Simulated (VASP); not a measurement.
Input of a VASP 6.6.1 run:

Contents of INCAR:

```
PREC = Accurate
ENCUT = 520
EDIFF = 1E-6
ISMEAR = 0
SIGMA = 0.05
LREAL = False
LASPH = True
NELM = 100
ALGO = Fast
ISIF = 2
LWAVE = False
LCHARG = False
GGA = PE
NBANDS = 26
```

Contents of KPOINTS:

```
regular mesh
0
Gamma
  9 9 6
```

POSCAR

```
CdS
1.0
    4.4540774201      0.0000000000      0.0000000000
   -2.2270387100      3.8573441962      0.0000000000
    0.0000000000      0.0000000000      5.8161118892
Cd S
2 2
Direct
    0.3333333333      0.6666666667      0.0000000000
    0.6666666667      0.3333333333      0.5000000000
    0.3333333333      0.6666666667      0.3850000000
    0.6666666667      0.3333333333      0.8850000000
```

Potentials or basis: VASP PAW PBE potentials, release 64 (Cd, S).

Command:

```console
$ cat potpaw_PBE.64/Cd/POTCAR potpaw_PBE.64/S/POTCAR > POTCAR
$ mpirun -np 1 vasp_std > vasp.out
```

Q: What does it give for the largest force?

A: 2.850 eV/Å.

Q: What does it give for the band gap on the k mesh?

A: 1.26 eV, direct.

Q: Predict the pressure.

A: 7.0 GPa.

Stress tensor (GPa, compression positive):
```
-2.21  0.00  0.00
 0.00 -2.21  0.00
 0.00  0.00 25.48
```

Caveat: forces of over 1 eV/Å show positions far from the minimum, so gaps and moduli don't describe the material at rest.

**What was measured.**

“Isotope dependence of band-gap energy”, 2008, arxiv:0807.2152 quotes, for a bulk crystal of CdS: band gap 2.5809 ± 0.0002 eV.

Against the measured gap of CdS, 2.5809 eV (quoted in “Isotope dependence of band-gap energy”, 2008, arxiv:0807.2152), the calculated 1.26 eV is off by -1.32 eV. So large a miss can be the level of theory's own, or it may mean another phase, state or a wrong row. Spin-orbit coupling on Cd is left out. The value is that of PBE, without temperature or zero-point motion. Semilocal functionals fall short of measured gaps as a rule.
